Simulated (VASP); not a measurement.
Method: r2SCAN+rVV10, VASP's PBE PAW potentials (set 64) (plane waves; VASP 6.6.1).

The input files of a VASP run:

KPOINTS:
```
K-points
0
Gamma
  11 11 11
0 0 0
```

### POSCAR
```
Cr
1
    2.9529084780     0.0000000000    -0.0000000000
    0.0000000000     2.9529084780     0.0000000000
   -0.0000000000     0.0000000000     2.9529084780
Cr
2
Direct
  0.0000000000   0.0000000000   0.0000000000
  0.5000000000   0.5000000000   0.5000000000
```

INCAR:
```
SYSTEM = Cr
PREC = Accurate
ENCUT = 520
EDIFF = 1E-6
NELM = 100
ALGO = Normal
LREAL = .FALSE.
LASPH = .TRUE.
ISMEAR = 1
SIGMA = 0.1
METAGGA = R2SCAN
LUSE_VDW = .TRUE.
BPARAM = 11.95
CPARAM = 0.0093
LMIXTAU = .TRUE.
LMAXMIX = 4
ISPIN = 2
MAGMOM = 2.7 -2.7
LORBIT = 10
LWAVE = .FALSE.
LCHARG = .FALSE.
IBRION = 2
ISIF = 3
NSW = 60
EDIFFG = -0.01
```

POTCAR, in this order: Cr_pv (PBE.64 set). Program: vasp_std.

The run wrote:

File OUTCAR:
```
 ion  position               nearest neighbor table
   1  0.000  0.000  0.000-   2 2.56   2 2.56   2 2.56   2 2.56   2 2.56   2 2.56   2 2.56   2 2.56
  LATTYP: Found a simple cubic cell.
 ALAT       =     2.9529084780
 Subroutine PRICEL returns following result:
  LATTYP: Found a body centered cubic cell.
 ALAT       =     2.9529084780
 Subroutine GETGRP returns: Found 48 space group operations
The static configuration has the point symmetry O_h .
The dynamic configuration has the point symmetry O_h .
The overall configuration has the point symmetry O_h .
 Subroutine INISYM returns: Found 48 space group operations
 Subroutine IBZKPT returns following result:
 Found     56 irreducible k-points:

 Following reciprocal coordinates:
            Coordinates               Weight
  0.000000  0.000000  0.000000      1.000000
  0.090909  0.000000  0.000000      6.000000
  0.181818  0.000000  0.000000      6.000000
  0.272727  0.000000  0.000000      6.000000
  0.363636  0.000000  0.000000      6.000000
  0.454545  0.000000  0.000000      6.000000
  0.090909  0.090909  0.000000     12.000000
  0.181818  0.090909  0.000000     24.000000
...
```

OSZICAR:
```
       N       E                     dE             d eps       ncg     rms          rms(c)
DAV:   1     0.226932731266E+03    0.22693E+03   -0.14757E+04  3584   0.185E+03
DAV:   2    -0.279651081258E+02   -0.25490E+03   -0.25312E+03  3728   0.516E+02
DAV:   3    -0.369615527097E+02   -0.89964E+01   -0.89140E+01  4904   0.110E+02
DAV:   4    -0.370994071268E+02   -0.13785E+00   -0.13783E+00  4592   0.135E+01
DAV:   5    -0.371032184362E+02   -0.38113E-02   -0.38110E-02  5520   0.144E+00    0.205E+01
DAV:   6    -0.292855978565E+02    0.78176E+01   -0.33382E+01  3936   0.749E+01    0.109E+01
DAV:   7    -0.294335589546E+02   -0.14796E+00   -0.19409E+00  3976   0.175E+01    0.468E+00
DAV:   8    -0.295541834112E+02   -0.12062E+00   -0.28335E-01  6424   0.346E+00    0.340E+00
DAV:   9    -0.295839267297E+02   -0.29743E-01   -0.64258E-02  4392   0.135E+00    0.303E+00
DAV:  10    -0.295970841970E+02   -0.13157E-01   -0.22370E-01  4888   0.387E+00    0.117E+00
DAV:  11    -0.296021530226E+02   -0.50688E-02   -0.15770E-02  4480   0.134E+00    0.541E-01
DAV:  12    -0.296019055339E+02    0.24749E-03   -0.12362E-03  5680   0.337E-01    0.438E-01
DAV:  13    -0.296015560329E+02    0.34950E-03   -0.68144E-04  4384   0.304E-01    0.983E-02
DAV:  14    -0.296015339977E+02    0.22035E-04   -0.65332E-04  4584   0.163E-01    0.200E-01
DAV:  15    -0.296015168953E+02    0.17102E-04   -0.15087E-04  4256   0.149E-01    0.767E-02
DAV:  16    -0.296014889226E+02    0.27973E-04   -0.14766E-05  5696   0.283E-02    0.265E-02
DAV:  17    -0.296014729230E+02    0.16000E-04   -0.63711E-07  2128   0.742E-03    0.883E-03
DAV:  18    -0.296014769604E+02   -0.40374E-05   -0.24887E-07  1944   0.676E-03    0.170E-03
DAV:  19    -0.296014787959E+02   -0.18355E-05   -0.32967E-08  1920   0.144E-03    0.144E-03
DAV:  20    -0.296014780411E+02    0.75474E-06   -0.23108E-08  1904   0.123E-03
   1 F= -.29601478E+02 E0= -.29601505E+02  d E =-.296015E+02  mag=     0.0000
```

### OUTCAR
```
------------------------ aborting loop because EDIFF is reached ----------------------------------------
  FORCE on cell =-STRESS in cart. coord.  units (eV):
  Direction    XX          YY          ZZ          XY          YZ          ZX
  --------------------------------------------------------------------------------------
  Total        0.0056256      0.0056256      0.0056256      0.0000000      0.0000000      0.0000000
  in kB        0.3500482      0.3500482      0.3500482      0.0000000      0.0000000      0.0000000
  external PRESSURE =       0.3500482 kB  Pullay stress =       0.0000000 kB
  volume of cell :       25.75
      direct lattice vectors                 reciprocal lattice vectors
     2.952908478  0.000000000  0.000000000     0.338649168  0.000000000  0.000000000
     0.000000000  2.952908478  0.000000000     0.000000000  0.338649168  0.000000000
     0.000000000  0.000000000  2.952908478     0.000000000  0.000000000  0.338649168
 POSITION                                       TOTAL-FORCE (eV/Angst)
 -----------------------------------------------------------------------------------
      0.00000      0.00000      0.00000        -0.000000     -0.000000     -0.000000
      1.47645      1.47645      1.47645         0.000000      0.000000      0.000000
 -----------------------------------------------------------------------------------
    total drift:                                0.000000      0.000000     -0.000000
  FREE ENERGIE OF THE ION-ELECTRON SYSTEM (eV)
  ---------------------------------------------------
  free  energy   TOTEN  =       -29.6014780411 eV

  energy  without entropy=      -29.6015595875  energy(sigma->0) =      -29.60150522

 total charge

# of ion       s       p       d       tot
------------------------------------------
    1        0.661   6.360   4.071  11.093
    2        0.661   6.360   4.071  11.093
--------------------------------------------------
tot          1.322  12.720   8.143  22.185

 magnetization (x)

# of ion       s       p       d       tot
------------------------------------------
    1        0.095   0.043   2.523   2.662
    2       -0.095  -0.043  -2.523  -2.662
--------------------------------------------------
tot         -0.000   0.000   0.000  -0.000

 reached required accuracy - stopping structural energy minimisation
```
(Selected blocks of OUTCAR.)

The compound is Cr in the bcc, AFM order structure. It was relaxed first, which changed the volume by +8 %. The start is the result of an earlier pass.
